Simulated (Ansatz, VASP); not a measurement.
# SbSe2: VASP beside Ansatz, part 2 of 2

Aim: how closely do two programs agree when they are given the same cell, functional and k mesh? The cell is invented: As first built, before any earlier steps moved the atoms (in the runner's words): it takes the VSe2 structure with some of its atoms replaced by other elements, volume scaled by an estimate. It may not be a known or stable phase. The cell is a member of a volume series, scaled by 0.94 from a relaxed one, so a pressure remains.

VASP 6.6.1 and Ansatz 0.2.0.

So far. Step 5 (VASP: single point, PBE, volume scaled by 0.96): The run ends at a pressure of 2.55 GPa, with forces up to 0.33 eV/Å. Step 6 (Ansatz: single point, PBE, volume scaled by 0.96): The run ends at a pressure of 2.59 GPa, with forces up to 0.33 eV/Å.

## 7. Comparison

Compared:

| quantity | Ansatz | VASP | difference |
| --- | --- | --- | --- |
| pressure (GPa) | 2.59 | 2.55 | +0.04 |

Forces (eV/Å; atoms numbered as in POSCAR):

| atom | Ansatz x, y, z | VASP x, y, z |
| --- | --- | --- |
| Sb1 | 0.000, 0.000, 0.000 | 0.000, 0.000, 0.000 |
| Se2 | 0.000, 0.000, 0.332 | 0.000, 0.000, 0.333 |
| Se3 | 0.000, 0.000, -0.332 | 0.000, 0.000, -0.333 |

The forces differ by 0.9 meV/Å r.m.s., which is 0.6 % of the r.m.s. force of 0.16 eV/Å (both taken over all components). Ansatz's pressure holds a Pulay correction of 0.02 GPa; VASP's holds none.

## 8. Ansatz: single point, PBE, volume scaled by 1.02

A single point gives forces, pressure and levels at one fixed geometry, so differences don't come from the geometry; what else differs is listed under the comparison. The cell compared in this pair holds 85.78 Å³, against 80.73 Å³ for the pair before.

The cell is a member of a volume series, scaled by 1.02 from a relaxed one, so a pressure remains.

The input, input.yaml:

```yaml
crystal:
  lattice:
    - [3.9149235917, 3.58e-08, 0.0]
    - [-1.9574612313, 3.3904226607, 0.0]
    - [0.0, 0.0, 6.462339038]
  atoms:
    - { symbol: Sb, position: [0.0, 0.0, 0.0] }
    - { symbol: Se, position: [0.33333333, 0.66666667, 0.2621724083] }
    - { symbol: Se, position: [0.66666667, 0.33333333, 0.7378275917] }
hamiltonian:
  xc: pbe
  pseudopotentials: { kind: paw }
kpoints:
  mp_grid: { grid: [7, 7, 4] }
scf:
  occupations: { method: gaussian, width: 0.05 }
  n_extra_bands: 4
output:
  forces: true
  stress: true
  eigenvalues: true
```

Run with:

```
$ ansatz run input.yaml --threads 2 --pin off --max-ram 4608MiB --backend cpu --events-out ev --progress --plain --runs-dir out
```

Numbers of over 12 decimals in the logs are rounded to 6 here.

Log:

```text
[...]
Crystal: 3 atoms, lattice volume = 85.776 Å³
Basis set: ecut = 420 eV, 1689 PW (Γ), exchange–correlation on 54×54×90 points (8 copies of the dense FFT grid, shifted against one another)
Bands: 28, of which v1, the nominal top of the filled ones, is band 24 counted from 1 (23 counted from 0)
Symmetry: 12 space group operations
[...]
P = ⅓ Tr σ = -0.9632 GPa (-9.632 kbar)
--- Band table (eV; the first three rows and the last of 28) ---
  k-point 0: bands = [... 20 lower, 6.1437, 6.5605, 6.5605, 6.6018, 9.2492, 10.0233, 10.0233, 14.1386]
  k-point 1: bands = [... 20 lower, 6.0339, 6.6418, 6.6418, 7.5197, 9.0820, 9.9082, 9.9082, 14.1876]
  k-point 2: bands = [... 20 lower, 6.0007, 6.7168, 6.7168, 8.1237, 8.7945, 9.7950, 9.7950, 13.9657]
  k-point 27: bands = [... 20 lower, 3.5311, 6.1637, 6.3249, 7.7820, 9.9437, 10.3891, 11.2046, 14.4584]
[key lines of the parts left out:]
SCF converged after 7 iterations
Free energy (F): -17423.080565 eV
Fermi energy:    7.438663 eV
```

It took 2.1 s on 2 threads of Arm Neoverse V2, shared host; peak memory 0.37 GiB.

The run ends at a pressure of -0.96 GPa, with forces up to 0.14 eV/Å.

## 9. VASP: single point, PBE, volume scaled by 1.02

The same cell, functional, mesh and smearing now go to VASP, with its own data sets and cutoff.

The input, INCAR:

```
SYSTEM = SbSe2
PREC = Accurate
ENCUT = 400
EDIFF = 1E-06
NELM = 100
ISMEAR = 0
SIGMA = 0.05
LREAL = .FALSE.
ALGO = Normal
GGA = PE
LORBIT = 11
LWAVE = .FALSE.
LCHARG = .FALSE.
ISIF = 2
```

The input, POSCAR:

```
SbSe2
1.0
    3.9149235917      0.0000000358      0.0000000000
   -1.9574612313      3.3904226607      0.0000000000
    0.0000000000      0.0000000000      6.4623390380
Sb Se
1 2
Direct
    0.0000000000      0.0000000000      0.0000000000
    0.3333333300      0.6666666700      0.2621724083
    0.6666666700      0.3333333300      0.7378275917
```

The input, KPOINTS:

```
Automatic mesh
0
Gamma
7 7 4
0 0 0
```

The projector-augmented-wave data sets are Sb and Se (PBE family, release 64).

Run with:

```
$ mpirun -np 1 vasp_std
```

Log:

```text
[... set-up lines as in an earlier step ...]
 entering main loop
       N       E                     dE             d eps       ncg     rms          rms(c)
DAV:   1     0.713228970859E+02    0.71323E+02   -0.51960E+03   672   0.874E+02
DAV:   2    -0.622997787926E+01   -0.77553E+02   -0.74445E+02   932   0.169E+02
DAV:   3    -0.117711680140E+02   -0.55412E+01   -0.54332E+01   816   0.499E+01
DAV:   4    -0.118434446976E+02   -0.72277E-01   -0.71907E-01   752   0.652E+00
[...]
DAV:  11    -0.115888744877E+02   -0.21426E-04   -0.46801E-05   680   0.559E-02    0.109E-02
DAV:  12    -0.115888730558E+02    0.14319E-05   -0.67336E-06   700   0.198E-02    0.624E-03
DAV:  13    -0.115888731472E+02   -0.91352E-07   -0.17918E-06   420   0.945E-03
   1 F= -.11588873E+02 E0= -.11586840E+02  d E =-.406694E-02
```

Parts of OUTCAR (step 9):

```text
  Total       -0.5384912     -0.5384910     -0.5779783     -0.0000001      0.0000000      0.0000000
  in kB      -10.0582467    -10.0582431    -10.7958104     -0.0000018      0.0000000      0.0000000
  external PRESSURE =     -10.3041001 kB  Pullay stress =       0.0000000 kB

 POSITION                                       TOTAL-FORCE (eV/Angst)
 -----------------------------------------------------------------------------------
      0.00000      0.00000      0.00000        -0.000000      0.000000      0.000000
      0.00000      2.26028      1.69425         0.000000      0.000000     -0.141944
      1.95746      1.13014      4.76809         0.000000     -0.000000      0.141944
 -----------------------------------------------------------------------------------
    total drift:                               -0.000000     -0.000000      0.000000

  FREE ENERGIE OF THE ION-ELECTRON SYSTEM (eV)
  ---------------------------------------------------
  free  energy   TOTEN  =       -11.5888731472 eV

  energy  without entropy=      -11.5848062064  energy(sigma->0) =      -11.58683968

[... 1 part as in an earlier step ...]

[... 2 further parts left out ...]
[key lines of the parts left out:]
E-fermi :   3.7707
```

The run ends at a pressure of -1.03 GPa, with forces up to 0.14 eV/Å.

## 10. Differences

Compared:

| quantity | Ansatz | VASP | difference |
| --- | --- | --- | --- |
| pressure (GPa) | -0.96 | -1.03 | +0.07 |

Forces (eV/Å; atoms numbered as in POSCAR):

| atom | Ansatz x, y, z | VASP x, y, z |
| --- | --- | --- |
| Sb1 | 0.000, 0.000, 0.000 | 0.000, 0.000, 0.000 |
| Se2 | 0.000, 0.000, -0.139 | 0.000, 0.000, -0.142 |
| Se3 | 0.000, 0.000, 0.139 | 0.000, 0.000, 0.142 |

The forces differ by 1.5 meV/Å r.m.s., which is 2.2 % of the r.m.s. force of 0.07 eV/Å (both taken over all components). Ansatz's pressure holds a Pulay correction of 0.02 GPa; VASP's holds none.

## 11. What came out

```yaml
r_m_s_force_difference_single_point_pbe_volume_scaled_by_0p94: 0.80 % of the r.m.s. force
r_m_s_force_difference_single_point_pbe_volume_scaled_by_0p96: 0.89 meV/Å
r_m_s_force_difference_single_point_pbe_volume_scaled_by_1p02: 1.5 meV/Å
```

**Reading.** The r.m.s. force difference is 0.80 % of the r.m.s. force (single point, PBE, volume scaled by 0.94), within the 3 % picked in this series as the mark of a large difference. 1 further run of this series is not shown here. How closely two codes agree says nothing of how well the functional describes the real material.

[Lines on the potential files, build, host, timing and source positions are cut from VASP's logs without a mark.]

[Logs are printed without paths, hosts, clocks, repeated set-up lines and the standing remarks that a program may print on its own settings, such as how far it seeks lower states.]

[Hosts, paths, dates, database ids (printed as entryN), source tags and the programs' standing remarks are cut or masked in the printed files.]
